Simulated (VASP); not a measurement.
# MnPt: structure and properties in VASP, part 4 of 8

Wanted: the relaxed cell of MnPt and its properties. The start is a cell from a database of measured crystal structures.

VASP 6.6.1, plane waves and PAW; the level of theory is named at each step.

Still holding for the runs below: The magnetic order is the lowest of the few collinear ones that converged above; longer or canted patterns were not tried. The cell is doubled for it, so bands and modes from the zone boundary of the chemical cell fold onto Γ and the labels are those of the larger cell. The k-mesh is coarse for a metal.

So far, largest spin moment in the PAW sphere (μB): step 2 (magnetic order: ferromagnetic) 3.73; step 3 (magnetic order: antiferromagnetic, q = (0, 0, 1/2)) 3.71; step 4 (magnetic order: antiferromagnetic, q = (1/2, 1/2, 1/2)) 3.62; step 5 (magnetic order: antiferromagnetic, q = (1/2, 1/2, 0)) 3.68; step 7 (relaxing cell and atoms (PBEsol + D3(BJ))) 3.47.

## (9) Single point with fields (PBEsol + D3(BJ))

Level of this step: PBEsol with D3(BJ), spin-polarised from an antiferromagnetic start; plane waves and PAW (Mn_pv, Pt) (VASP).

A single point on the relaxed cell gives a clean self-consistent state, with density, ELF and potential written out.

The input, INCAR:

```
SYSTEM = MnPt
PREC = Accurate
ENCUT = 400
EDIFF = 1E-06
NELM = 100
ISMEAR = 1
SIGMA = 0.2
LREAL = .FALSE.
ALGO = Normal
GGA = PS
IVDW = 12
NBANDS = 31
ISPIN = 2
MAGMOM = 3.68 -3.68 0 0
LASPH = .TRUE.
LMAXMIX = 4
LORBIT = 11
LWAVE = .FALSE.
LCHARG = .TRUE.
ISIF = 2
LELF = .TRUE.
LVHAR = .TRUE.
```

The input, POSCAR:

```
MnPt
1.0
    5.4397418177      0.0000000000      0.0000000000
    2.7198709088      2.7198709088      0.0000000000
    0.0000000000      0.0000000000      3.6539350732
Mn Pt
2 2
Direct
    0.0000000000      0.0000000000      0.0000000000
    0.5000000000      0.0000000000      0.0000000000
    0.0000000000      0.5000000000      0.5000000000
    0.5000000000      0.5000000000      0.5000000000
```

The input, KPOINTS:

```
Automatic mesh
0
Gamma
7 7 5
0 0 0
```

PAW data sets: Mn_pv and Pt (PBE family, release 64).

Run with:

```console
mpirun -np 4 vasp_std
```

The program printed:

```text
[banner, memory and clock lines left out]
running    4 mpi-ranks, on    1 nodes
 distrk:  each k-point on    4 cores,    1 groups
 distr:  one band on    1 cores,    4 groups

 POSCAR found type information on POSCAR MnPt
 POSCAR found :  2 types and       4 ions
 [... a notice as in an earlier step ...]

 LDA part: xc-table for (Slater+PW92), standard interpolation
|                                                                             |
|           W    W    AA    RRRRR   N    N  II  N    N   GGGG   !!!           |
|           W    W   A  A   R    R  NN   N  II  NN   N  G    G  !!!           |
|           W    W  A    A  R    R  N N  N  II  N N  N  G       !!!           |
|           W WW W  AAAAAA  RRRRR   N  N N  II  N  N N  G  GGG   !            |
|           WW  WW  A    A  R   R   N   NN  II  N   NN  G    G                |
|           W    W  A    A  R    R  N    N  II  N    N   GGGG   !!!           |
|                                                                             |
|     The number of bands has been changed from the values supplied in        |
|     The orbitals not found in the WAVECAR file will be initialized with     |
|     random numbers, which is usually adequate. For correlated               |
|     calculations, however, you should redo the groundstate calculation.     |
|     I found NBANDS = 31. Now, NBANDS = 32.                                  |
|                                                                             |

 POSCAR, INCAR and KPOINTS ok, starting setup
 FFT: planning ... GRIDC
 FFT: planning ... GRID_SOFT
 FFT: planning ... GRID
 WAVECAR not read
 entering main loop
       N       E                     dE             d eps       ncg     rms          rms(c)
DAV:   1     0.422198972468E+03    0.42220E+03   -0.21323E+04  4032   0.143E+03
DAV:   2    -0.170282929970E+02   -0.43923E+03   -0.40910E+03  4064   0.419E+02
DAV:   3    -0.381587322905E+02   -0.21130E+02   -0.20378E+02  4320   0.104E+02
DAV:   4    -0.384561182783E+02   -0.29739E+00   -0.29702E+00  4312   0.124E+01
DAV:   5    -0.384619515911E+02   -0.58333E-02   -0.58331E-02  4472   0.179E+00    0.260E+01
DAV:   6    -0.381333382221E+02    0.32861E+00   -0.26523E+01  3960   0.579E+01    0.245E+01
DAV:   7    -0.353462325511E+02    0.27871E+01   -0.19947E+01  4400   0.564E+01    0.122E+01
DAV:   8    -0.349433818737E+02    0.40285E+00   -0.17088E+00  4296   0.135E+01    0.542E+00
DAV:   9    -0.349514357568E+02   -0.80539E-02   -0.27978E-01  4312   0.498E+00    0.296E+00
DAV:  10    -0.349420442529E+02    0.93915E-02   -0.56181E-02  4432   0.222E+00    0.154E+00
DAV:  11    -0.349466685418E+02   -0.46243E-02   -0.84219E-03  4200   0.791E-01    0.415E-01
DAV:  12    -0.349471653468E+02   -0.49680E-03   -0.17396E-03  4496   0.423E-01    0.189E-01
DAV:  13    -0.349471689107E+02   -0.35639E-05   -0.29222E-04  4368   0.197E-01    0.797E-02
DAV:  14    -0.349471873545E+02   -0.18444E-04   -0.12797E-04  4560   0.116E-01    0.270E-02
DAV:  15    -0.349471860764E+02    0.12781E-05   -0.16998E-05  4112   0.411E-02    0.537E-03
DAV:  16    -0.349471859872E+02    0.89241E-07   -0.67668E-07  2344   0.572E-03
   1 F= -.37042720E+02 E0= -.37045963E+02  d E =0.973130E-02  mag=    -0.0000
```

It took 12 s on 4 MPI ranks of Intel Xeon 6975P-C (Granite Rapids), shared host; peak memory 0.57 GiB; 46 s of CPU time.

OUTCAR, selected parts (step 9):

```text
   k-points           NKPTS =     30   k-points in BZ     NKDIM =     30   number of bands    NBANDS=     32

   NELECT =      46.0000    total number of electrons

 E-fermi :  11.1688

 spin component 1
 k-point     1 :       0.0000    0.0000    0.0000
  band No.  band energies     occupation
    ...
     17       9.2898      1.00000
     18       9.4887      1.00000
     19      10.3970      1.00000
     20      10.7375      1.00467
     21      10.7375      1.00467
     22      11.2919      0.07309
     23      12.1784     -0.00000
     24      12.1784     -0.00000
     25      12.3706     -0.00000
     26      12.4623     -0.00000
    ...

 k-point     2 :       0.1429    0.0000    0.0000
  band No.  band energies     occupation
    ...
     19      10.0801      1.00000
     20      10.0815      1.00000
     21      10.1545      1.00000
     22      10.7356      1.00451
     23      11.0797      0.83877
     24      11.9522     -0.00000
     25      12.4093     -0.00000
     26      12.4383     -0.00000
     27      12.5124     -0.00000
     28      13.1547     -0.00000
    ...

 Edisp (eV)   -2.09553

  Total       0.00258     0.00258     0.02994    -0.00000     0.00000    -0.00000
  in kB       0.07643     0.07643     0.88734    -0.00000     0.00000    -0.00000
  external pressure =        0.35 kB  Pullay stress =        0.00 kB

 POSITION                                       TOTAL-FORCE (eV/Angst)
 -----------------------------------------------------------------------------------
      0.00000      0.00000      0.00000        -0.000000      0.000000     -0.000000
      2.71987      0.00000      0.00000        -0.000000      0.000000      0.000000
      1.35994      1.35994      1.82697         0.000000     -0.000000     -0.000000
      4.07981      1.35994      1.82697         0.000000     -0.000000     -0.000000
 -----------------------------------------------------------------------------------
    total drift:                                0.000000      0.000000     -0.000000

  FREE ENERGIE OF THE ION-ELECTRON SYSTEM (eV)
  ---------------------------------------------------
  free  energy   TOTEN  =       -37.0427195699 eV

  energy  without entropy=      -37.0524508651  energy(sigma->0) =      -37.04596333

 magnetization (x)
# of ion       s       p       d       tot
------------------------------------------
    1        0.027   0.055   3.383   3.465
    2       -0.027  -0.055  -3.383  -3.465
    3        0.000   0.000   0.000   0.000
    4        0.000   0.000   0.000   0.000
--------------------------------------------------
tot          0.000   0.000   0.000   0.000

[... 5 parts as in an earlier step ...]

[... 11 further parts left out ...]
```

With spin, VASP writes an ELF for each channel.

Numbers from this step:

```
bands    : 32
pressure : 0.03467 GPa
```

Valence electrons inside each PAW sphere by angular momentum. Sphere charges, by row:

```csv
atom,s (e),p (e),d (e),tot (e)
Mn1,0.34,6.316,4.979,11.64
Mn2,0.34,6.316,4.979,11.64
Pt3,0.735,0.721,8.088,9.544
Pt4,0.735,0.721,8.088,9.544
```

Spin density in the bc plane at fractional x = 0.000, with atoms of Mn and Pt within 0.2 Å of it.

Ten even steps from '_' (0.0 e/Å³) to '@' (5.2 e/Å³), each cell a mean:
```
##++..__________________::**
--::____________________..::
____________________________
____________________________
____________________________
____________________________
____________________________
____________________________
____________________________
____________________________
::..______________________..
**==..__________________::++
@@**::__________________--##
```
Columns run along b (3.8 Å), rows up along c (3.7 Å). Atoms in or near the plane, at fractional coordinates: Mn at (0.00, 0.00), Pt at (0.50, 0.50).

Electrostatic potential energy in the bc plane at fractional x = 0.000, with atoms of Mn and Pt within 0.2 Å of it. With pseudopotentials it is smooth inside the atoms' cores, unlike the true potential.

Ten even steps from '_' (-67 eV) to '@' (2 eV), each cell a mean:
```
::::==##@@@@@@@@@@@@@@**==::
--==**%%@@@@@@@@@@@@@@##++==
**##%%@@@@%%%%##%%@@@@@@%%**
@@@@@@@@%%**====++##%%@@@@@@
@@@@@@%%**--..__..==##@@@@@@
@@@@@@%%++..______::**%%@@@@
@@@@@@%%==..______::++%%@@@@
@@@@@@%%++::____..--**@@@@@@
@@@@@@@@##++--::--**%%@@@@@@
####%%@@@@%%##**##%%@@@@%%##
==++##%%@@@@@@@@@@@@@@%%**==
::--++##@@@@@@@@@@@@@@**==::
..::==##@@@@@@@@@@@@%%**--::
```
Columns run along b (3.8 Å; values clipped at the 3rd and 97th percentile), rows up along c (3.7 Å). Atoms in or near the plane, at fractional coordinates: Mn at (0.00, 0.00), Pt at (0.50, 0.50).

ELF of up spins in the bc plane at fractional x = 0.000, with atoms of Mn and Pt within 0.2 Å of it. It is the smooth field of the valence electrons, not physical close to the nuclei.

Ten even steps from '_' (0.01) to '@' (0.38), each cell a mean:
```
..==**====********++--++**--
****++==**%%########++==****
======**%%@@@@@@@@@@%%++====
::--++%%@@@@##**##@@@@##==--
==++##@@@@++....::**@@%%**==
==++##@@##::__..__--%%%%**++
==++##@@##..__::__--%%%%**++
==++##@@%%--____..++@@%%**++
--==**%%@@%%++==++@@@@%%++--
==--==##@@@@@@@@@@@@%%**==--
****++==##%%%%%%%%%%**==++**
::++**====**######**====##==
__::**==--++******++--++**..
```
Columns run along b (3.8 Å), rows up along c (3.7 Å). Atoms in or near the plane, at fractional coordinates: Mn at (0.00, 0.00), Pt at (0.50, 0.50).

In this run the pressure is 0.03 GPa, small enough to go on.

## (10) Bands along the symmetry lines (PBEsol + D3(BJ))

The mesh alone shows little of the dispersion and can miss band extrema, so KPOINTS_OPT adds a path through the symmetry points after the self-consistent cycle.

The input, INCAR:

```
SYSTEM = MnPt
PREC = Accurate
ENCUT = 400
EDIFF = 1E-06
NELM = 100
ISMEAR = 1
SIGMA = 0.2
LREAL = .FALSE.
ALGO = Normal
GGA = PS
IVDW = 12
NBANDS = 39
ISPIN = 2
MAGMOM = 3.465 -3.465 0 0
LASPH = .TRUE.
LMAXMIX = 4
LORBIT = 11
LWAVE = .FALSE.
LCHARG = .FALSE.
KPAR = 4
```

POSCAR is that of step 9.

KPOINTS is that of step 9.

The input, KPOINTS_OPT:

```
Line mode
16
Line-mode
Reciprocal
  0.00000000   0.00000000   0.00000000 GAMMA
  0.50000000   0.00000000   0.00000000 X

  0.50000000   0.00000000   0.00000000 X
  0.00000000  -0.50000000   0.00000000 M

  0.00000000  -0.50000000   0.00000000 M
  0.00000000   0.00000000   0.00000000 GAMMA

  0.00000000   0.00000000   0.00000000 GAMMA
  0.00000000   0.00000000   0.50000000 Z

  0.00000000   0.00000000   0.50000000 Z
  0.50000000   0.00000000   0.50000000 R

  0.50000000   0.00000000   0.50000000 R
  0.00000000  -0.50000000   0.50000000 A

  0.00000000  -0.50000000   0.50000000 A
  0.00000000   0.00000000   0.50000000 Z

  0.50000000   0.00000000   0.00000000 X
  0.50000000   0.00000000   0.50000000 R

  0.00000000  -0.50000000   0.00000000 M
  0.00000000  -0.50000000   0.50000000 A
```

Run with:

```console
mpirun -np 4 vasp_std
```

The program printed:

```text
[... set-up lines as in an earlier step ...]
 entering main loop
       N       E                     dE             d eps       ncg     rms          rms(c)
DAV:   1     0.419193318969E+03    0.41919E+03   -0.20204E+04  4888   0.117E+03
DAV:   2    -0.155019319190E+02   -0.43470E+03   -0.40334E+03  4757   0.357E+02
DAV:   3    -0.382285398318E+02   -0.22727E+02   -0.22090E+02  5242   0.924E+01
DAV:   4    -0.385026756433E+02   -0.27414E+00   -0.27393E+00  5199   0.102E+01
DAV:   5    -0.385078652912E+02   -0.51896E-02   -0.51895E-02  5213   0.140E+00    0.259E+01
DAV:   6    -0.384126300884E+02    0.95235E-01   -0.18405E+01  5093   0.483E+01    0.255E+01
DAV:   7    -0.353346736677E+02    0.30780E+01   -0.16106E+01  5118   0.470E+01    0.121E+01
DAV:   8    -0.349385565497E+02    0.39612E+00   -0.13356E+00  5245   0.108E+01    0.552E+00
DAV:   9    -0.349538404690E+02   -0.15284E-01   -0.19644E-01  5071   0.399E+00    0.311E+00
DAV:  10    -0.349411715441E+02    0.12669E-01   -0.43960E-02  5363   0.181E+00    0.158E+00
DAV:  11    -0.349466085105E+02   -0.54370E-02   -0.78293E-03  5197   0.673E-01    0.466E-01
DAV:  12    -0.349471187142E+02   -0.51020E-03   -0.18398E-03  5151   0.344E-01    0.196E-01
DAV:  13    -0.349471714442E+02   -0.52730E-04   -0.24972E-04  5058   0.169E-01    0.643E-02
DAV:  14    -0.349471860021E+02   -0.14558E-04   -0.67621E-05  5657   0.673E-02    0.285E-02
DAV:  15    -0.349471858902E+02    0.11192E-06   -0.14070E-05  5051   0.355E-02    0.586E-03
DAV:  16    -0.349471856535E+02    0.23669E-06   -0.75579E-07  2790   0.621E-03
   1 F= -.37042719E+02 E0= -.37045963E+02  d E =0.973101E-02  mag=    -0.0000
 Start KPOINTS_OPT (optional k-point list driver)
k-point batch [1-30\144]
       N       E                     dE             ncg
DAV:   1     0.725297798781E+04   -0.16384E+05     4888
DAV:   2    -0.552764874915E+04   -0.12781E+05     4757
DAV:   3    -0.618746387702E+04   -0.65982E+03     5212
DAV:   4    -0.619574201046E+04   -0.82781E+01     5100
DAV:   5    -0.619591451688E+04   -0.17251E+00     5329
DAV:   6    -0.619591990222E+04   -0.53853E-02     5137
DAV:   7    -0.619592010632E+04   -0.20410E-03     5397
DAV:   8    -0.619592011480E+04   -0.84819E-05     4214
DAV:   9    -0.619592011530E+04   -0.49293E-06     3264
[...]
k-point batch [121-144\144]
       N       E                     dE             ncg
DAV:   1     0.124771919508E+05   -0.30481E+05     3912
DAV:   2     0.228326734701E+04   -0.10194E+05     3830
DAV:   3     0.177262189209E+04   -0.51065E+03     4206
DAV:   4     0.176619202063E+04   -0.64299E+01     4171
DAV:   5     0.176605233665E+04   -0.13968E+00     4329
DAV:   6     0.176604791024E+04   -0.44264E-02     4291
DAV:   7     0.176604774069E+04   -0.16955E-03     4342
DAV:   8     0.176604773362E+04   -0.70739E-05     3582
DAV:   9     0.176604773320E+04   -0.41608E-06     2843
```

Run time: 42 s. Hardware: 4 MPI ranks; peak memory 1.1 GiB; 2.7 min of CPU time.

From OUTCAR (step 10):

```text
   k-points           NKPTS =     30   k-points in BZ     NKDIM =     30   number of bands    NBANDS=     39

   NELECT =      46.0000    total number of electrons

 E-fermi :  11.1687

 spin component 1
 k-point     1 :       0.0000    0.0000    0.0000
  band No.  band energies     occupation
    ...
     17       9.2897      1.00000
     18       9.4887      1.00000
     19      10.3970      1.00000
     20      10.7375      1.00467
     21      10.7375      1.00467
     22      11.2917      0.07336
     23      12.1784     -0.00000
     24      12.1784     -0.00000
     25      12.3707     -0.00000
     26      12.4621     -0.00000
    ...

 k-point     2 :       0.1429    0.0000    0.0000
  band No.  band energies     occupation
    ...
     19      10.0801      1.00000
     20      10.0813      1.00000
     21      10.1545      1.00000
     22      10.7356      1.00451
     23      11.0796      0.83877
     24      11.9522     -0.00000
     25      12.4092     -0.00000
     26      12.4382     -0.00000
     27      12.5123     -0.00000
     28      13.1546     -0.00000
    ...

 Edisp (eV)   -2.09553

  Total       0.00567     0.00567     0.03356    -0.00000     0.00000    -0.00000
  in kB       0.16798     0.16798     0.99445    -0.00000     0.00000    -0.00000
  external pressure =        0.44 kB  Pullay stress =        0.00 kB

 POSITION                                       TOTAL-FORCE (eV/Angst)
 -----------------------------------------------------------------------------------
      0.00000      0.00000      0.00000        -0.000000      0.000000     -0.000000
      2.71987      0.00000      0.00000        -0.000000      0.000000      0.000000
      1.35994      1.35994      1.82697         0.000000      0.000000     -0.000000
      4.07981      1.35994      1.82697         0.000000     -0.000000     -0.000000
 -----------------------------------------------------------------------------------
    total drift:                                0.000000      0.000000     -0.000000

  FREE ENERGIE OF THE ION-ELECTRON SYSTEM (eV)
  ---------------------------------------------------
  free  energy   TOTEN  =       -37.0427192361 eV

  energy  without entropy=      -37.0524502432  energy(sigma->0) =      -37.04596291

 magnetization (x)
# of ion       s       p       d       tot
------------------------------------------
    1        0.027   0.055   3.382   3.465
    2       -0.027  -0.055  -3.382  -3.465
    3        0.000   0.000   0.000   0.000
    4        0.000   0.000   0.000   0.000
--------------------------------------------------
tot          0.000   0.000  -0.000  -0.000

[... 8 parts as in an earlier step ...]

[... 8 further parts left out ...]
```

Spin-orbit coupling is off here; with elements this heavy it splits and shifts levels by tenths of an eV or more.

Numbers from this step:

```yaml
bands: 39
pressure: 0.04435 GPa
```

Both spin channels agree. Electronic bands along the path, in eV, zero at the Fermi level; # counts the bands kept, so #1 is VASP's band 7:

```csv
point,#14,#15,#16,#17,#18,#19,#20,#21
Γ,-0.43,-0.43,0.12,1.01,1.01,1.20,1.29,1.43
0.53 of the way,-1.74,-1.70,-1.47,-0.44,0.47,0.72,0.93,1.22
X,-2.42,-2.41,-1.57,-0.44,0.10,0.10,0.51,1.08
0.53 of the way,-2.39,-2.28,-1.82,-1.33,0.12,0.55,0.65,0.95
M,-2.81,-2.23,-2.22,-2.14,0.08,0.08,0.45,1.59
0.47 of the way,-2.24,-1.96,-1.12,-1.06,0.63,0.75,0.79,1.15
Γ,-0.43,-0.43,0.12,1.01,1.01,1.20,1.29,1.43
0.53 of the way,-1.76,-1.19,-0.97,0.13,0.32,0.32,0.76,1.13
Z,-2.52,-2.31,-1.36,-0.29,-0.29,0.13,0.21,0.76
0.53 of the way,-2.37,-2.35,-1.86,-1.50,0.30,0.33,0.39,0.76
R,-2.69,-2.16,-2.14,-2.13,0.36,0.51,0.66,0.68
0.53 of the way,-2.47,-2.37,-1.78,-1.20,0.45,0.48,0.74,1.05
A,-1.17,-1.17,-0.88,-0.70,-0.70,-0.67,1.04,1.04
0.53 of the way,-2.76,-2.57,-1.70,-0.87,0.18,0.34,0.75,0.81
Z,-2.52,-2.31,-1.36,-0.29,-0.29,0.13,0.21,0.76
jump to X,-2.42,-2.41,-1.57,-0.44,0.10,0.10,0.51,1.08
0.47 of the way,-2.31,-1.95,-1.79,-1.35,0.43,0.64,0.74,0.93
R,-2.69,-2.16,-2.14,-2.13,0.36,0.51,0.66,0.68
jump to M,-2.81,-2.23,-2.22,-2.14,0.08,0.08,0.45,1.59
0.53 of the way,-2.45,-2.29,-1.72,-1.15,0.41,0.41,1.20,1.20
A,-1.17,-1.17,-0.88,-0.70,-0.70,-0.67,1.04,1.04
```

Of the projections kept (Mn, Pt), the largest for each band there; the rest of the weight can lie on other orbitals:

```csv
point,#14,#15,#16,#17,#18,#19,#20,#21
Γ,Mn 0.58,Mn 0.58,Pt 1.00,Pt 0.63,Pt 0.63,Mn 0.99,Mn 0.70,Mn 0.85
X,Mn 0.74,Mn 0.70,Mn 0.66,Mn 0.60,Mn 0.86,Mn 0.84,Mn 0.95,Mn 0.78
M,Mn 0.99,Pt 1.00,Pt 1.00,Mn 0.79,Mn 0.96,Mn 0.96,Mn 0.98,Pt 0.94
Γ,Mn 0.58,Mn 0.58,Pt 1.00,Pt 0.63,Pt 0.63,Mn 0.99,Mn 0.70,Mn 0.85
Z,Mn 0.96,Pt 1.00,Pt 1.00,Mn 0.90,Mn 0.90,Pt 1.00,Mn 0.97,Mn 0.98
R,Mn 0.99,Mn 0.63,Mn 0.68,Mn 0.69,Mn 0.84,Mn 0.86,Mn 0.56,Mn 0.99
```

There is no gap at this level.

[end of part 4 of 8]

[Lines on the potential files, build, host, timing and source positions are cut from VASP's logs without a mark.]

[Logs are printed without paths, hosts, clocks, repeated set-up lines and the standing remarks that a program may print on its own settings, such as how far it seeks lower states.]

[Hosts, paths, dates, database ids (printed as entryN), source tags and the programs' standing remarks are cut or masked in the printed files.]

[A measured line is paired with the nearest computed mode of its activity, which favours agreement.]
